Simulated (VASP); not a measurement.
```
CELL_PARAMETERS angstrom
     -2.04291     2.04291     6.69283
      2.04291    -2.04291     6.69283
      2.04291     2.04291    -6.69283
ATOMIC_POSITIONS crystal
  Ba 0.00000 0.00000 0.00000
  Zn 0.75000 0.25000 0.50000
  Zn 0.25000 0.75000 0.50000
  As 0.63537 0.63537 0.00000
  As 0.36463 0.36463 0.00000
```

Level of theory: PBEsol GGA, VASP's PBE PAW potentials (set 64) (plane waves; VASP). Settings: 400 eV cut-off, 10×10×10 Γ-centred mesh, first-order Methfessel-Paxton smearing of 0.10 eV, potentials Ba_sv Zn As.

Unless said otherwise, spin-orbit coupling is left out, though it shifts the bands of the heavy elements here.

Question: What does the run give for the energy per atom (σ→0), band gap (on the k-mesh) with the smallest direct gap where there is one?

Answer: 
```yaml
band gap (on the k-mesh): none (metal, semimetal or under 0.01 eV)
energy per atom (σ→0): -3.750 eV/atom
```

The structure comes from a computed database's BaZn2As2 entry (I4/mmm); how it stands against other phases isn't given here. It was relaxed first. The start is the result of an earlier pass.
